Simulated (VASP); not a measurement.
An input for Ansatz (written as the equivalent of a VASP run, and not itself run):

Ansatz 0.2 input:
```yaml
crystal:
  lattice:
    - [-1.5938563, 1.5938563, 2.5110541]
    - [1.5938563, -1.5938563, 2.5110541]
    - [1.5938563, 1.5938563, -2.5110541]
  atoms:
    - { symbol: In, position: [0.0000000, 0.0000000, 0.0000000] }
kpoints:
  mp_grid: { grid: [16, 16, 16] }
hamiltonian:
  xc: pbesol
  pseudopotentials: { kind: paw }
scf:
  occupations: { method: methfessel_paxton, width: 0.1 }
  max_iter: 100
relax:
  max_steps: 40
  f_tol: 0.02
  cell: { p_target: 5 }
output: { forces: true, stress: true, eigenvalues: true }
```

**Question.** Write the VASP files for the same calculation (PBEsol).

**Answer.** One answer among several that fit: 
File KPOINTS:
```
Automatic mesh
0
Gamma
16 16 16
0 0 0
```

**POSCAR**
```
In
1
   -1.5938562509     1.5938562509     2.5110540593
    1.5938562509    -1.5938562509     2.5110540593
    1.5938562509     1.5938562509    -2.5110540593
In
1
Direct
  0.0000000000   0.0000000000   0.0000000000
```

**INCAR**
```
SYSTEM = In
PREC = Accurate
ENCUT = 500
EDIFF = 1E-6
NELM = 100
ALGO = Normal
LREAL = .FALSE.
LASPH = .TRUE.
ISMEAR = 1
SIGMA = 0.1
GGA = PS
LMAXMIX = 4
LWAVE = .FALSE.
LCHARG = .FALSE.
IBRION = 2
ISIF = 3
NSW = 40
EDIFFG = -0.02
PSTRESS = 50
```

POTCAR, in this order: In_d (PBE.64 set). Program: vasp_std.

What does not carry over: each code has its own PAW files, so the cut-off isn't converted (ENCUT is set for VASP's; basis.ecutwfc is left out, and Ansatz then takes the one that its files recommend); Ansatz stops its SCF on the density residual and VASP on the energy change (EDIFF).

The compound is In in the bct structure. This run relaxes it under an external pressure of 5 GPa. Symmetry was kept, so distortions that lower it aren't found.
